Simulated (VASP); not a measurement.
```xyz
2
Lattice="0.0000 2.5700 2.5700 2.5700 0.0000 2.5700 2.5700 2.5700 0.0000" Properties=species:S:1:pos:R:3 pbc="T T T"
Li     0.0000     0.0000     0.0000
Cl     2.5700     2.5700     2.5700
```
Cell charge -0.5.

The numbers are results of PBE GGA, VASP's PBE PAW potentials (set 64) (plane waves; VASP 6.6.1), not measurements. Run with NELECT = 10.5, 520 eV cut-off, 8×8×8 Γ-centred mesh, Gaussian smearing of 0.050 eV, potentials Li_sv Cl.

The cell is charged, with a uniform compensating background.

Question: What does the run give for the energy per atom (σ→0), pressure, band gap (on the k-mesh) with the smallest direct gap where there is one?

Answer: 
```json
{
 "band gap (on the k-mesh)": "none (metal, semimetal or under 0.01 eV)",
 "energy per atom (σ→0)": "-1.806 eV/atom",
 "pressure": "25.32 GPa"
}
```

The absolute energy has meaning only against runs of the same code, potentials and settings.

The compound is LiCl in the rock salt structure. The cell was not relaxed at this level. The run is one of a series of settings (NELECT = 10.5 against the base run), some of them coarse on purpose.
